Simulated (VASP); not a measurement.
# A VASP study of P2W (r2SCAN): structure first, properties next, part 3 of 5

What structure and properties does r2SCAN give P2W, and how near are they to the measured ones? The start is a cell from a database of measured crystal structures.

VASP 6.6.1; r2SCAN; plane waves and PAW (P, W).

So far. Step 3 (Single point with fields (r2SCAN)): In this run the pressure is 0.00 GPa, small enough to go on. Step 4 (Bands along the symmetry lines (r2SCAN)): There is no gap at this level.

## Step 5: Density of states (r2SCAN)

A density of states needs more k-points than a total energy; ISMEAR = -5 takes tetrahedra, and LORBIT projects the states on the PAW spheres. The mesh is finer than in the run before.

File INCAR:

```
SYSTEM = P2W
PREC = Accurate
ENCUT = 400
EDIFF = 1E-06
NELM = 100
ISMEAR = -5
SIGMA = 0.05
LREAL = .FALSE.
ALGO = Normal
METAGGA = R2SCAN
LASPH = .TRUE.
NBANDS = 32
LORBIT = 11
LWAVE = .FALSE.
LCHARG = .FALSE.
KPAR = 4
NEDOS = 2001
```

File POSCAR:

```
P2W
1.0
    4.2370807001     -1.5913367088     -0.0008497910
    4.2370807001      1.5913367088     -0.0008497910
   -3.6515136806      0.0000000000      6.5105384949
P W
4 2
Direct
    0.1381086931      0.1381086931      0.0251278656
    0.8618913069      0.8618913069      0.9748721344
    0.6002130682      0.6002130682      0.4012921383
    0.3997869318      0.3997869318      0.5987078617
    0.8417601232      0.8417601232      0.2932268728
    0.1582398768      0.1582398768      0.7067731272
```

File KPOINTS:

```
Automatic mesh
0
Gamma
13 13 6
0 0 0
```

PAW data sets: P and W (PBE family, release 64).

Started as:

```bash
$ mpirun -np 4 vasp_std
```

What it wrote:

```text
[... set-up lines as in an earlier step ...]
 entering main loop
       N       E                     dE             d eps       ncg     rms          rms(c)
DAV:   1    -0.140010555968E+02   -0.14001E+02   -0.11772E+04 17920   0.747E+02
DAV:   2    -0.138589835225E+03   -0.12459E+03   -0.11492E+03 21456   0.183E+02
DAV:   3    -0.145032483887E+03   -0.64426E+01   -0.62488E+01 24072   0.376E+01
DAV:   4    -0.145114454660E+03   -0.81971E-01   -0.82034E-01 21584   0.485E+00
DAV:   5    -0.145115782210E+03   -0.13275E-02   -0.13352E-02 24192   0.565E-01    0.343E+01
DAV:   6    -0.141222205174E+03    0.38936E+01   -0.23941E+00 24128   0.849E+00    0.158E+01
DAV:   7    -0.141209362245E+03    0.12843E-01   -0.70909E-01 23296   0.596E+00    0.101E+01
DAV:   8    -0.141139607150E+03    0.69755E-01   -0.12731E-01 23952   0.250E+00    0.788E-01
DAV:   9    -0.141141062838E+03   -0.14557E-02   -0.24774E-02 21688   0.837E-01    0.834E-01
DAV:  10    -0.141141566178E+03   -0.50334E-03   -0.30648E-03 23984   0.236E-01    0.365E-01
DAV:  11    -0.141141544875E+03    0.21303E-04   -0.36132E-04 22336   0.889E-02    0.233E-01
DAV:  12    -0.141141585060E+03   -0.40185E-04   -0.10780E-04 23248   0.538E-02    0.378E-02
DAV:  13    -0.141141575945E+03    0.91144E-05   -0.75044E-06 21720   0.154E-02    0.153E-02
DAV:  14    -0.141141573517E+03    0.24285E-05   -0.13959E-06 17016   0.607E-03    0.926E-03
DAV:  15    -0.141141575256E+03   -0.17398E-05   -0.16842E-07 13616   0.301E-03    0.352E-03
DAV:  16    -0.141141575242E+03    0.14401E-07   -0.26282E-08 12728   0.911E-04
   1 F= -.14114158E+03 E0= -.14114158E+03  d E =0.000000E+00
 -----------------------------------------------------------------------------
|                                                                             |
|           W    W    AA    RRRRR   N    N  II  N    N   GGGG   !!!           |
|           W    W   A  A   R    R  NN   N  II  NN   N  G    G  !!!           |
|           W    W  A    A  R    R  N N  N  II  N N  N  G       !!!           |
|           W WW W  AAAAAA  RRRRR   N  N N  II  N  N N  G  GGG   !            |
|           WW  WW  A    A  R   R   N   NN  II  N   NN  G    G                |
|           W    W  A    A  R    R  N    N  II  N    N   GGGG   !!!           |
|                                                                             |
|     Tetrahedron method does not include variations of the Fermi             |
|     occupations, so forces and stress will be inaccurate. We suggest        |
|     using a different smearing scheme ISMEAR = 1 or 2 for metals in         |
|     relaxations.                                                            |
|                                                                             |
 -----------------------------------------------------------------------------
```

Wall time 8.6 min (4 MPI ranks of Intel Xeon 6975P-C (Granite Rapids), shared host); peak memory 2 GiB.

OUTCAR, selected parts (step 5):

```text
   k-points           NKPTS =    280   k-points in BZ     NKDIM =    280   number of bands    NBANDS=     32

   NELECT =      32.0000    total number of electrons

 E-fermi :   9.4085

 k-point     1 :       0.0000    0.0000    0.0000
  band No.  band energies     occupation
    ...
     12       6.1133      2.00000
     13       6.8369      2.00000
     14       7.1373      2.00000
     15       7.4694      2.00000
     16       8.9874      2.00000
     17       9.9721      0.00000
     18      10.3500      0.00000
     19      11.2746      0.00000
     20      12.3508      0.00000
     21      13.4112      0.00000
    ...

  Total       -0.0385848     -0.1460797      0.1692940      0.0000000      0.0000000     -0.1220240
  in kB       -0.7042066     -2.6660824      3.0897646      0.0000000      0.0000000     -2.2270453
  external PRESSURE =      -0.0935081 kB  Pullay stress =       0.0000000 kB

 POSITION                                       TOTAL-FORCE (eV/Angst)
 -----------------------------------------------------------------------------------
      1.07860      0.00000      0.16336        -0.010881      0.000000     -0.020713
      3.74405      0.00000      6.34548         0.010881      0.000000      0.020713
      3.62098      0.00000      2.61161         0.006658      0.000000     -0.029853
      1.20167      0.00000      3.89723        -0.006658      0.000000      0.029853
      6.06249      0.00000      1.90763         0.027805      0.000000     -0.021023
     -1.23984      0.00000      4.60120        -0.027805      0.000000      0.021023
 -----------------------------------------------------------------------------------
    total drift:                               -0.000000     -0.000000      0.000000

  FREE ENERGIE OF THE ION-ELECTRON SYSTEM (eV)
  ---------------------------------------------------
  free  energy   TOTEN  =      -141.1415752421 eV

  energy  without entropy=     -141.1415752421  energy(sigma->0) =     -141.14157524

[... 6 parts as in an earlier step ...]

[... 10 further parts left out ...]
```

With tetrahedra the forces and stress of a metal are not exact derivatives of the energy.

This step gave:

```
SCF cycles             : 16
irreducible k-points   : 280
free energy (TOTEN)    : -141.1416 eV
Fermi energy           : 9.409 eV
pressure               : -0.009351 GPa
DOS at the Fermi level : 1.270 states/eV/cell
```

The density of states has structure finer than the step of the table below, so its rows give means over 1 eV, whole bins alone (the curve runs from -12.0 to 3.78 eV). Peaks (eV: height): total -3.5: 6.15, 1.8: 4.74, 2.2: 4.18, 2.8: 4.95; W d -3.5: 2.39, 1.8: 2.14, 2.2: 2.20, 2.8: 2.50; P p -7.6: 1.02, -5.3: 0.872, -4.6: 1.03, -3.5: 1.39; W p -6.1: 0.147, -5.3: 0.145, -3.5: 0.411, -3.0: 0.406; P s -10.8: 0.944, -6.1: 0.160, 1.8: 0.346.

States under -12.0 eV and over 3.8 eV are left out. Density of states against energy, zero at the Fermi level; means over each step; values in states/eV/cell:

```tsv
energy (eV)	total	W d	P p	W p	P s	W s
-11	1.94	0.230	0.0905	0.0566	0.860	0.0477
-10	0.567	0.0710	0.0423	0.0183	0.241	0.0134
-9	0.255	0.0359	0.0216	0.00728	0.0979	0.0134
-8	1.67	0.264	0.451	0.0476	0.0379	0.173
-7	2.25	0.400	0.595	0.0900	0.0916	0.156
-6	2.42	0.507	0.619	0.106	0.116	0.136
-5	3.13	0.891	0.778	0.132	0.110	0.126
-4	4.85	1.78	1.15	0.267	0.0920	0.0883
-3	4.87	1.92	1.09	0.321	0.0514	0.0404
-2	2.60	1.14	0.588	0.127	0.0220	0.0130
-1	1.13	0.706	0.113	0.0196	0.0189	0.00376
0	1.80	0.999	0.212	0.0550	0.0425	0.0122
1	2.17	0.953	0.336	0.0476	0.143	0.0201
2	3.65	1.73	0.487	0.0618	0.248	0.0523
3	4.07	1.93	0.625	0.0665	0.201	0.0851
```

The finer mesh and the other smearing move the Fermi level by -0.01 eV from the 9×9×4 run, a small shift, which tests the Fermi level alone. Of the states within 0.3 eV of the Fermi level, the largest shares in the PAW spheres are W d 57 % and P p 11 %. The rest lies in smaller channels or between the spheres.

[end of part 3 of 5]

[Lines on the potential files, build, host, timing and source positions are cut from VASP's logs without a mark.]

[Logs are printed without paths, hosts, clocks, repeated set-up lines and the standing remarks that a program may print on its own settings, such as how far it seeks lower states.]

[Hosts, paths, dates, database ids (printed as entryN), source tags and the programs' standing remarks are cut or masked in the printed files.]

[Measured values are set beside computed ones only where the two were judged alike; some that the calculation misses by far are left out.]
